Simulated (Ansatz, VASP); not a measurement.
# Cross-check of Ge (Germanium) between VASP and Ansatz, part 2 of 2

Wanted: the spread between two codes on one cell, functional and k mesh. The cell is taken from a series of VASP runs on this material, whose earlier steps may have relaxed, scaled or displaced it; both programs get it as it stands.

VASP 6.6.1 and Ansatz 0.2.0.

So far: Set-up; VASP: band structure, HSE06.

## Step 3: Ansatz: band structure, HSE06

Level of this step: Ansatz beside VASP: Kohn-Sham DFT, plane waves, HSE06 (Ansatz).

Ansatz runs on its default PAW (the set named soft_2) files.

The same cell, functional, mesh and smearing now go to Ansatz, which takes its cutoff from its data sets.

input.yaml

```yaml
crystal:
  lattice:
    - [0.0, 2.82891, 2.82891]
    - [2.82891, 0.0, 2.82891]
    - [2.82891, 2.82891, 0.0]
  atoms:
    - { symbol: Ge, position: [0.75, 0.75, 0.75] }
    - { symbol: Ge, position: [0.5, 0.5, 0.5] }
hamiltonian:
  xc: { exchange: pbe, correlation: pbe, exx: { coeff: 0.25, omega: 0.2 } }
  pseudopotentials: { kind: paw }
kpoints:
  mp_grid: { grid: [5, 5, 5] }
  band_path:
    path:
      - [0.0, 0.0, 0.0]
      - [0.5, 0.0, 0.5]
      - [0.5, 0.22222, 0.72222]
      - [0.40278, 0.34722, 0.75]
      - [0.125, 0.125, 0.25]
      - [0.27778, 0.27778, 0.27778]
      - [0.5, 0.5, 0.5]
      - [0.55556, 0.38889, 0.55556]
      - [0.58333, 0.25, 0.66667]
      - [0.5, 0.30556, 0.69444]
      - [0.48611, 0.48611, 0.52778]
      - [0.625, 0.25, 0.625]
      - [0.5, 0.0, 0.5]
    npoints: 1
scf:
  occupations: { method: gaussian, width: 0.03 }
  n_extra_bands: 7
output:
  forces: true
  stress: true
  eigenvalues: true
```

Launch:

```bash
$ ansatz run input.yaml --threads 4 --pin off --max-ram 9216MiB --backend cpu --events-out ev --progress --plain --runs-dir out
```

Numbers of over 12 decimals in the logs are rounded to 6 here.

Log:

```text
Warning: output.stress: scf.convergence.dr2_threshold = 1e-7 eV (the SCF's general default) is looser than the 2e-10 eV advised for a printed stress (1e-10 eV for each atom of the cell: 2). What an SCF threshold leaves in a stress goes as its square root, and in the free energy as the threshold itself, and one threshold admits the most on a small cell: [figures from the program's tests cut] Set scf.convergence.dr2_threshold to 2e-10 eV or tighter. The threshold is an SCF's pass mark: one that does not reach it within its budget of iterations ends unconverged, or closes short of it on a stop that the run arms, and scf.convergence.dr2_threshold's page says what that costs each kind of run
Warning: output.stress: scf.exx.energy_threshold = 1e-6 eV is looser than the 2e-8 eV advised for a stress under a hybrid functional (1e-8 eV for each atom of the cell: 2). Every SCF of the exchange loop can meet its threshold on dr2 while the loop round them stops early: no threshold on dr2 bounds what that leaves in the stress. Set scf.exx.energy_threshold to 2e-8 eV or tighter. The threshold is the loop's pass mark: a loop that does not reach it within its budget of cycles ends unconverged, and scf.exx.energy_threshold's page has the law
scf.n_extra_bands = 7 over 14 filled bands (N_el = 28.0): the run solves 21 bands
Engine: ansatz 0.2.0, aarch64-unknown-linux-gnu
Pseudopotentials: kind: paw
Pseudopotential: Ge, paw, valence charge 14, recommended cutoff 420 eV (normal), Ge.paw.azcp
Functional definition: unnamed
  parameter a_1 = 0.25
  parameter omega_1 = 0.2/angstrom
  exchange = pbe_x + (-a_1)*pbe_x_sr(omega_1) + a_1*exact_x_sr(omega_1)
  correlation = pbe_c
Crystal: 2 atoms, lattice volume = 45.278 Å³
Basis set: ecut = 420 eV, 893 PW (Γ), exchange–correlation on 54×54×54 points (8 copies of the dense FFT grid, shifted against one another)
Bands: 21, of which v1, the nominal top of the filled ones, is band 14 counted from 1 (13 counted from 0)
Symmetry: 48 space group operations
Space group: Fd-3m (ITA 227), of the structure as read, at distance tolerance 3.6e-5 Å
k-points: 10 of 125
Non-local potential: Ge, projectors of the file, l = 0: 2, l = 1: 2, l = 2: 3, l = 3: 1
PAW form: soft (Blöchl's): semilocal exchange-correlation on the pseudo side does not see the compensation charge
PAW frozen core: Ge, regenerated for the run's functional, and the local potential with it (the file was generated under x = pbe(κ = 0.804, μ = 0.219515), c = pbe(β = 0.066725))
PAW one-centre angular grid: Ge, 590 points (default); XC on 64 Gauss nodes
Initial density: superposition of atomic densities (neutral atoms: chi_scale 0, normalization atom), corrected by the library's trained network
Initial wavefunctions: pseudopotential atomic-orbital guess
Functional: x = pbe(κ = 0.804, μ = 0.219515), c = pbe(β = 0.066725), warm-up for x = pbe(κ = 0.804, μ = 0.219515) + 0.25 (exact − pbe) at short range (hse, ω = 0.2 Å⁻¹), c = pbe(β = 0.066725)
SCF iter   1: F=—  HF=-8589.839002 eV  |F-HF|=—  |Δ(HF+E_count)|=         —  Δρ=4.07e-4  dr2=2.17e-5  ethr=1.77e-3  ⟨swp⟩=9.1  Hψ=883  notcnv=0
preconditioner: auto → none  [insulator: Δε(μ)=0.038 eV  Ē_g=25.913 eV  σ=0.030 eV  W_gap=0.59  n_scr=14 (ndim 8)  ℏωp=29.2 eV  f_vac=0.074  D(μ)=0.66/eV (n_scr^D=0)]
SCF iter   2: F=—  HF=-8589.839248 eV  |F-HF|=—  |Δ(HF+E_count)|=   2.45e-4  Δρ=2.24e-4  dr2=7.02e-6  ethr=7.74e-8  ⟨swp⟩=4.5  Hψ=673  notcnv=0  defer=1
iter 3 solved again at ethr=1.46e-9 eV; its pass at ethr=2.51e-8 eV (dr2=4.08e-7 eV) is discarded
SCF iter   3: F=—  HF=-8589.839286 eV  |F-HF|=—  |Δ(HF+E_count)|=   3.81e-5  Δρ=4.27e-5  dr2=4.25e-7  ethr=1.46e-9  ⟨swp⟩=3.0  Hψ=831  notcnv=0
SCF iter   4: F=—  HF=-8589.839288 eV  |F-HF|=—  |Δ(HF+E_count)|=   1.82e-6  Δρ=1.20e-5  dr2=4.07e-8  ethr=1.46e-9  ⟨swp⟩=3.2  Hψ=494  notcnv=0
SCF iter   5: F=—  HF=-8589.839288 eV  |F-HF|=—  |Δ(HF+E_count)|=   2.73e-7  Δρ=2.11e-6  dr2=7.38e-10  ethr=1.45e-10  ⟨swp⟩=3.0  Hψ=392  notcnv=0
SCF iter   6: F=-8589.839288 eV  HF=-8589.839288 eV  |F-HF|=1.58e-10  |Δ(HF+E_count)|=   2.92e-9  Δρ=6.53e-7  dr2=4.29e-11  ethr=2.63e-12  ⟨swp⟩=4.0  Hψ=597  notcnv=0
SCF 1 converged in 6 iterations: F = -8589.839288 eV  dr2 = 4.29e-11
  greatest PAW one-centre occupation: 0.998 electrons in one spin orbital (limit 2), on the Ge atom at site 1 (counted from 0), in its partial waves of l = 2
Initial density: handed on by an earlier stage of this run
Initial wavefunctions: those handed on with the density
Functional: x = pbe(κ = 0.804, μ = 0.219515) + 0.25 (exact − pbe) at short range (hse, ω = 0.2 Å⁻¹), c = pbe(β = 0.066725)
Exchange kernel: α = 0.2500, screened, ω = 0.2000 Å⁻¹, Wigner–Seitz truncation, v(0) = 1126.3259 eV·Å³, q-mesh 5×5×5, nearest image of the exchange supercell L = 20.00 Å, pair-density grid 20×20×20, without the augmentation charges, whose exchange is taken in its separable form by FFT convolution over the k-point mesh (sized by the pseudopotential files, 24×24×24 at the most), smooth part of the exact exchange by density-matrix convolution
Frozen-core exchange: fock
iter 1 solved again at ethr=5.08e-5 eV; its pass at ethr=1.00e-1 eV (dr2=1.42e-2 eV) is discarded
SCF iter   1: F=—  HF=-8591.635464 eV  |F-HF|=—  |Δ(HF+E_count)|=         —  Δρ=1.25e-2  dr2=2.16e-2  ethr=5.08e-5  ⟨swp⟩=4.7  Hψ=1188  notcnv=0
preconditioner: auto → none  [insulator: Δε(μ)=0.773 eV  Ē_g=29.440 eV  σ=0.030 eV  W_gap=1.00  n_scr=14 (ndim 8)  ℏωp=29.2 eV  f_vac=0.072  D(μ)=0.00/eV (n_scr^D=0)]
SCF iter   2: F=—  HF=-8591.624132 eV  |F-HF|=—  |Δ(HF+E_count)|=   1.13e-2  Δρ=4.63e-3  dr2=2.79e-3  ethr=5.08e-5  ⟨swp⟩=3.3  Hψ=583  notcnv=0
SCF iter   3: F=—  HF=-8591.624759 eV  |F-HF|=—  |Δ(HF+E_count)|=   6.27e-4  Δρ=1.48e-3  dr2=3.38e-4  ethr=9.81e-6  ⟨swp⟩=3.0  Hψ=451  notcnv=0
SCF iter   4: F=—  HF=-8591.624708 eV  |F-HF|=—  |Δ(HF+E_count)|=   5.09e-5  Δρ=5.94e-4  dr2=4.88e-5  ethr=1.21e-6  ⟨swp⟩=3.0  Hψ=489  notcnv=0
SCF iter   5: F=-8591.624673 eV  HF=-8591.624673 eV  |F-HF|=2.34e-7  |Δ(HF+E_count)|=   3.52e-5  Δρ=4.52e-5  dr2=2.83e-7  ethr=1.73e-7  ⟨swp⟩=3.0  Hψ=453  notcnv=0
SCF 2 stopped early in 5 iterations: F = -8591.624673 eV  dr2 = 2.83e-7
hybrid outer 1: dexx = +9.817e-3 eV, tail = 5.06e-5 eV
Exchange kernel: α = 0.2500, screened, ω = 0.2000 Å⁻¹, Wigner–Seitz truncation, v(0) = 1126.3259 eV·Å³, q-mesh 5×5×5, nearest image of the exchange supercell L = 20.00 Å, pair-density grid 20×20×20, without the augmentation charges, whose exchange is taken in its separable form by FFT convolution over the k-point mesh (sized by the pseudopotential files, 24×24×24 at the most), smooth part of the exact exchange by density-matrix convolution
Frozen-core exchange: fock
SCF iter   1: F=—  HF=-8591.625126 eV  |F-HF|=—  |Δ(HF+E_count)|=         —  Δρ=8.50e-5  dr2=1.04e-6  ethr=9.03e-7  ⟨swp⟩=3.4  Hψ=494  notcnv=0
preconditioner: auto → none  [insulator: Δε(μ)=0.908 eV  Ē_g=29.224 eV  σ=0.030 eV  W_gap=1.00  n_scr=14 (ndim 8)  ℏωp=29.2 eV  f_vac=0.072  D(μ)=0.00/eV (n_scr^D=0)]
SCF iter   2: F=—  HF=-8591.625127 eV  |F-HF|=—  |Δ(HF+E_count)|=   6.89e-7  Δρ=2.93e-5  dr2=1.28e-7  ethr=3.51e-9  ⟨swp⟩=3.9  Hψ=551  notcnv=0
SCF iter   3: F=—  HF=-8591.625127 eV  |F-HF|=—  |Δ(HF+E_count)|=   2.29e-8  Δρ=1.76e-5  dr2=4.08e-8  ethr=4.42e-10  ⟨swp⟩=2.1  Hψ=358  notcnv=0
SCF iter   4: F=—  HF=-8591.625127 eV  |F-HF|=—  |Δ(HF+E_count)|=  3.09e-10  Δρ=3.90e-6  dr2=3.96e-9  ethr=1.45e-10  ⟨swp⟩=3.1  Hψ=533  notcnv=0
SCF iter   5: F=-8591.625127 eV  HF=-8591.625127 eV  |F-HF|=8.00e-11  |Δ(HF+E_count)|=   6.82e-9  Δρ=4.42e-7  dr2=5.38e-11  ethr=1.38e-11  ⟨swp⟩=3.1  Hψ=546  notcnv=0
SCF 3 converged in 5 iterations: F = -8591.625127 eV  dr2 = 5.38e-11
  Residual-converged pass: ⟨swp⟩=2.0  Hψ=305  notcnv=0  max |occ|·‖R‖ = 2.4e-6 eV (tolerance 2.4e-6 eV)  dr2=5.41e-11  dr2_onsite=9.27e-11  max |Δocc| = 2.2e-112
hybrid outer 2: dexx = +5.440e-7 eV, tail = 1.90e-8 eV, Δε = 3.06e-3 eV (about 9.05e-5 eV left of the loop's levels)
NSCF: frozen V_eff on 13 k-points
hybrid SCF converged: 2 outer / 10 inner (+6 warm-up), last move |dexx| = 5.44e-7 eV, tail = 1.90e-8 eV
Stability not checked: this state was not tested for a lower state beside it, because the functional holds exact exchange (a hybrid, or Hartree-Fock), whose exchange loop this test does not read (fock_operator; see scf.lower_state_search)
Free energy (F): -8591.625127 eV
Frozen-core exchange: fock
Harris-Foulkes:  -8591.625127 eV  (|F-HF|=8.00e-11)
Internal energy: -8591.625127 eV  (E = F + TS)
E sigma→0 (E₀):  -8591.625127 eV
Fermi energy:    8.704271 eV
--- Per-component energies (eV) ---
  E_band       = -374.237242
  E_kinetic    = 221.453593
  E_local      = -4946.305445  (includes V_loc(G=0)·N_el)
  E_nonlocal   = 839.707653
  E_hartree    = 2175.389403
  E_xc         = -121.477549
  E_vxc        = -103.700809  (∫ρ·V_xc dr)
  E_exx        = -109.489140  (= α·E_x^exact, valence–valence)
  E_paw        = -3963.039870  (= ΣΔE_a)
  E_vpaw       = -517.193716  (= ΣTr[D̂ρ^β])
  E_aug_tail   = 0.000716  (compensation charges beyond the density's cutoff)
  E_ewald      = -2687.134708
  E_core_change = -0.729780  (= ΣΔE_core)
  E_smearing   = -0.000000  (= −TS)
  E_closure    = 0.000000  (closes the sum)
  Σ components = -8591.625127   (vs F -8591.625127, Δ=0.00e0)
--- Forces (eV/Å), atoms counted from 1 ---
  atom   1  Ge    -0.00000000    -0.00000000     0.00000000
  atom   2  Ge     0.00000000    -0.00000000    -0.00000000
  max |Σ_I F_I| component: 3.70e-17 eV/Å
--- Stress (GPa, compression-positive) ---
        0.998008      -0.000000       0.000000
       -0.000000       0.998008       0.000000
        0.000000       0.000000       0.998008
  P = ⅓ Tr σ = 0.9980 GPa (9.980 kbar)
--- Band table (eV; the first three rows and the last of 10) ---
  k-point 0: bands = [... 10 lower, -5.8001, 8.2491, 8.2491, 8.2491, 9.1583, 11.4856, 11.4856, 11.4856, ... 3 higher]
  k-point 1: bands = [... 10 lower, -5.2656, 4.2574, 7.5393, 7.5393, 9.8159, 12.4117, 12.4117, 13.8695, ... 3 higher]
  k-point 2: bands = [... 10 lower, -3.8902, 0.6590, 6.8227, 6.8227, 9.1808, 12.7580, 12.7580, 16.3181, ... 3 higher]
  k-point 9: bands = [... 10 lower, -2.5557, -0.1187, 3.8400, 4.9012, 12.3192, 12.6527, 13.2876, 16.7502, ... 3 higher]
```

Run time: 41 s. Hardware: 4 threads of Arm Neoverse V2, shared host; peak memory 0.74 GiB; 2.4 min of CPU time.

## Step 4: Differences

Known differences besides the potentials themselves: exact exchange at q = 0 is treated differently, which shows on coarse meshes; VASP keeps PBE cores, Ansatz makes them for the functional; the cutoff is 420 eV in Ansatz and 360 eV in VASP; VASP takes a coarser grid for exact exchange (PRECFOCK = Fast). Total energies have different zeros and are not compared.

The two programs side by side:

```tsv
quantity	Ansatz	VASP	difference
gap over the path points (eV)	0.843	0.852	-0.009
```

Levels at points of the path, from each program's valence-band top (eV; 3 filled, then empty):

```tsv
k (reciprocal lattice)	Ansatz	VASP
0.000 0.000 0.000	0.00 0.00 0.00 0.91 3.24 3.24	0.00 0.00 0.00 0.93 3.24 3.24
0.500 0.000 0.500	-9.71 -3.36 -3.36 1.29 1.29 10.82	-9.71 -3.36 -3.36 1.30 1.30 10.83
0.500 0.222 0.722	-9.60 -4.22 -4.22 4.64 4.64 6.06	-9.60 -4.21 -4.21 4.65 4.65 6.07
0.403 0.347 0.750	-9.07 -4.69 -3.02 2.00 4.90 7.91	-9.06 -4.69 -3.02 2.00 4.91 7.92
0.125 0.125 0.250	-3.78 -1.83 -0.41 2.50 3.86 3.95	-3.77 -1.83 -0.41 2.51 3.87 3.96
0.278 0.278 0.278	-5.58 -1.06 -1.06 1.27 4.46 4.46	-5.58 -1.06 -1.06 1.28 4.47 4.47
0.500 0.500 0.500	-8.30 -1.52 -1.52 0.84 4.47 4.47	-8.30 -1.52 -1.52 0.85 4.48 4.48
0.556 0.389 0.556	-8.28 -3.49 -2.02 2.29 4.60 5.62	-8.28 -3.48 -2.02 2.30 4.61 5.63
0.583 0.250 0.667	-9.09 -4.66 -3.19 2.30 4.93 7.52	-9.09 -4.66 -3.19 2.30 4.94 7.54
0.500 0.306 0.694	-8.85 -4.57 -3.53 4.27 4.58 6.43	-8.84 -4.57 -3.53 4.28 4.58 6.44
```

Among the levels compared at these points, filled levels agree within 3 meV and empty ones within 16 meV.

## Step 5: VASP: band structure, PBE0

Levels along a path test the potential and the projectors away from the mesh points.

The run reads the wave functions of an earlier VASP run, which isn't shown here.

INCAR

```
SYSTEM = Ge
PREC = Accurate
ENCUT = 360
EDIFF = 1E-06
NELM = 100
ISMEAR = 0
SIGMA = 0.03
LREAL = .FALSE.
ALGO = Normal
LHFCALC = .TRUE.
AEXX = 0.25
GGA = PE
LASPH = .TRUE.
NBANDS = 20
PRECFOCK = Fast
HFRCUT = -1
LORBIT = 11
LWAVE = .FALSE.
LCHARG = .FALSE.
KPAR = 8
```

POSCAR

```
Ge
1.0
    0.0000000000      2.8289100000      2.8289100000
    2.8289100000      0.0000000000      2.8289100000
    2.8289100000      2.8289100000      0.0000000000
Ge
2
Direct
    0.7500000000      0.7500000000      0.7500000000
    0.5000000000      0.5000000000      0.5000000000
```

KPOINTS

```
Automatic mesh
0
Gamma
5 5 5
0 0 0
```

KPOINTS_OPT

```
Line mode
10
Line-mode
Reciprocal
  0.00000000   0.00000000   0.00000000 GAMMA
  0.50000000   0.00000000   0.50000000 X

  0.50000000   0.00000000   0.50000000 X
  0.50000000   0.25000000   0.75000000 W

  0.50000000   0.25000000   0.75000000 W
  0.37500000   0.37500000   0.75000000 K

  0.37500000   0.37500000   0.75000000 K
  0.00000000   0.00000000   0.00000000 GAMMA

  0.00000000   0.00000000   0.00000000 GAMMA
  0.50000000   0.50000000   0.50000000 L

  0.50000000   0.50000000   0.50000000 L
  0.62500000   0.25000000   0.62500000 U

  0.62500000   0.25000000   0.62500000 U
  0.50000000   0.25000000   0.75000000 W

  0.50000000   0.25000000   0.75000000 W
  0.50000000   0.50000000   0.50000000 L

  0.50000000   0.50000000   0.50000000 L
  0.37500000   0.37500000   0.75000000 K

  0.62500000   0.25000000   0.62500000 U
  0.50000000   0.00000000   0.50000000 X
```

The projector-augmented-wave data sets are Ge_d (PBE family, release 64).

Launch:

```bash
$ mpirun -np 8 vasp_std
```

Log:

```text
[banner, memory and clock lines left out]
running    8 mpi-ranks, on    1 nodes
[...]
[... a notice as in an earlier step ...]

 LDA part: xc-table for (Slater+PW92), standard interpolation
 found WAVECAR, reading the header
 POSCAR, INCAR and KPOINTS ok, starting setup
[...]
HFRCUT set to (new)   11.055276
 reading WAVECAR
 the WAVECAR file was read successfully
 initial charge from wavefunction
 entering main loop
       N       E                     dE             d eps       ncg     rms          rms(c)
DAV:   1    -0.115791667029E+02   -0.11579E+02   -0.19339E+00   532   0.245E+01    0.131E+00
DAV:   2    -0.115873197633E+02   -0.81531E-02   -0.69374E-02   464   0.312E+00    0.958E-01
DAV:   3    -0.115838652230E+02    0.34545E-02   -0.11860E-02   556   0.187E+00    0.648E-01
DAV:   4    -0.115833835847E+02    0.48164E-03   -0.13513E-03   504   0.630E-01    0.402E-01
[...]
DAV:   9    -0.115831210801E+02    0.46829E-05   -0.10392E-06   340   0.695E-03    0.296E-02
[...]
1 F= -.11583118E+02 E0= -.11583118E+02  d E =-.148567E-28
 Start KPOINTS_OPT (optional k-point list driver)
k-point batch [1-10\100]
       N       E                     dE             ncg
DAV:   1    -0.275355240914E+04   -0.67582E+04      428
DAV:   2    -0.452833781024E+04   -0.17748E+04      404
DAV:   3    -0.477410287909E+04   -0.24577E+03      452
DAV:   4    -0.478344409237E+04   -0.93412E+01      456
DAV:   5    -0.478359934622E+04   -0.15525E+00      464
DAV:   6    -0.478360293653E+04   -0.35903E-02      468
DAV:   7    -0.478360306391E+04   -0.12739E-03      464
DAV:   8    -0.478360306965E+04   -0.57336E-05      444
DAV:   9    -0.478360306990E+04   -0.24899E-06      296
[...]
k-point batch [91-100\100]
       N       E                     dE             ncg
DAV:   1    -0.286460891634E+04   -0.11523E+05      460
DAV:   2    -0.464827292563E+04   -0.17837E+04      400
DAV:   3    -0.488226015767E+04   -0.23399E+03      460
DAV:   4    -0.489055861332E+04   -0.82985E+01      444
DAV:   5    -0.489070274833E+04   -0.14414E+00      456
DAV:   6    -0.489070602006E+04   -0.32717E-02      464
DAV:   7    -0.489070614141E+04   -0.12135E-03      472
DAV:   8    -0.489070614681E+04   -0.53983E-05      444
DAV:   9    -0.489070614705E+04   -0.24500E-06      300
```

From OUTCAR (step 5):

```text
 POSITION                                       TOTAL-FORCE (eV/Angst)
 -----------------------------------------------------------------------------------
      4.24336      4.24336      4.24336         0.000000      0.000000      0.000000
      2.82891      2.82891      2.82891        -0.000000     -0.000000     -0.000000
 -----------------------------------------------------------------------------------
    total drift:                                0.000000      0.000000      0.000000

  FREE ENERGIE OF THE ION-ELECTRON SYSTEM (eV)
  ---------------------------------------------------
  free  energy   TOTEN  =       -11.5831180283 eV

  energy  without entropy=      -11.5831180283  energy(sigma->0) =      -11.58311803

[... 2 parts as in an earlier step ...]

[... 1 further part left out ...]
[key lines of the parts left out:]
E-fermi :   4.5770
```

## Step 6: Ansatz: band structure, PBE0

The same cell, functional, mesh and smearing now go to Ansatz, which takes its cutoff from its data sets.

The cell is taken from a series of VASP runs on this material, whose earlier steps may have relaxed, scaled or displaced it; both programs get it as it stands.

Edit input.yaml of step 3 so:

```diff
@@ -9,3 +9,3 @@
 hamiltonian:
-  xc: { exchange: pbe, correlation: pbe, exx: { coeff: 0.25, omega: 0.2 } }
+  xc: pbe0
   pseudopotentials: { kind: paw }
```

Launch:

```bash
$ ansatz run input.yaml --threads 4 --pin off --max-ram 9216MiB --backend cpu --events-out ev --progress --plain --runs-dir out
```

Log:

```text
[...]
Crystal: 2 atoms, lattice volume = 45.278 Å³
Basis set: ecut = 420 eV, 893 PW (Γ), exchange–correlation on 54×54×54 points (8 copies of the dense FFT grid, shifted against one another)
Bands: 21, of which v1, the nominal top of the filled ones, is band 14 counted from 1 (13 counted from 0)
Symmetry: 48 space group operations
[...]
k-points: 10 of 125
[...]
--- Band table (eV; the first three rows and the last of 10) ---
  k-point 0: bands = [... 10 lower, -6.2220, 7.9399, 7.9399, 7.9399, 9.4405, 11.8177, 11.8177, 11.8177, ... 3 higher]
  k-point 1: bands = [... 10 lower, -5.6874, 3.8836, 7.2214, 7.2214, 10.1172, 12.7566, 12.7566, 14.2187, ... 3 higher]
  k-point 2: bands = [... 10 lower, -4.3103, 0.2428, 6.4869, 6.4869, 9.4769, 13.1116, 13.1116, 16.6652, ... 3 higher]
  k-point 9: bands = [... 10 lower, -2.9743, -0.5321, 3.4485, 4.5395, 12.6673, 13.0073, 13.6342, 17.1323, ... 3 higher]
[key lines of the parts left out:]
Free energy (F): -8591.617833 eV
Fermi energy:    8.690523 eV
P = ⅓ Tr σ = 0.7842 GPa (7.842 kbar)
```

The job ended after 38 s (4 threads; peak memory 0.74 GiB; 2.3 min of CPU time).

## Step 7: Comparison

Compared:

```tsv
quantity	Ansatz	VASP	difference
gap over the path points (eV)	1.456	1.486	-0.030
```

Levels at points of the path, from each program's valence-band top (eV; 3 filled, then empty):

```tsv
k (reciprocal lattice)	Ansatz	VASP
0.000 0.000 0.000	0.00 0.00 0.00 1.50 3.88 3.88	0.00 0.00 0.00 1.54 3.90 3.90
0.500 0.000 0.500	-9.82 -3.40 -3.40 1.92 1.92 11.51	-9.80 -3.39 -3.39 1.95 1.95 11.54
0.500 0.222 0.722	-9.70 -4.30 -4.30 5.30 5.30 6.74	-9.69 -4.28 -4.28 5.33 5.33 6.76
0.403 0.347 0.750	-9.17 -4.78 -3.08 2.63 5.57 8.60	-9.16 -4.76 -3.07 2.65 5.59 8.62
0.125 0.125 0.250	-3.85 -1.83 -0.38 3.10 4.49 4.59	-3.83 -1.81 -0.37 3.13 4.51 4.61
0.278 0.278 0.278	-5.66 -1.09 -1.09 1.87 5.13 5.13	-5.64 -1.08 -1.08 1.90 5.15 5.15
0.500 0.500 0.500	-8.41 -1.54 -1.54 1.46 5.13 5.13	-8.40 -1.53 -1.53 1.49 5.16 5.16
0.556 0.389 0.556	-8.39 -3.54 -2.04 2.92 5.26 6.29	-8.38 -3.52 -2.03 2.94 5.28 6.31
0.583 0.250 0.667	-9.20 -4.75 -3.24 2.93 5.60 8.21	-9.19 -4.73 -3.23 2.95 5.62 8.24
0.500 0.306 0.694	-8.95 -4.66 -3.58 4.93 5.23 7.11	-8.94 -4.65 -3.57 4.95 5.25 7.14
```

Among the levels compared at these points, filled levels agree within 24 meV and empty ones within 36 meV.

## Step 8: Results

```json
{
 "difference in gap over the path points (band structure, HSE06)": "-0.0089 eV",
 "difference in gap over the path points (band structure, PBE0)": "-0.030 eV"
}
```

The difference in gap over the path points is -0.030 eV (band structure, PBE0), within the 0.08 eV picked in this series as the mark of a large difference. How closely two codes agree says nothing of how well the functional describes the real material.

[Lines on the potential files, build, host, timing and source positions are cut from VASP's logs without a mark.]

[Logs are printed without paths, hosts, clocks, repeated set-up lines and the standing remarks that a program may print on its own settings, such as how far it seeks lower states.]

[Hosts, paths, dates, database ids (printed as entryN), source tags and the programs' standing remarks are cut or masked in the printed files.]
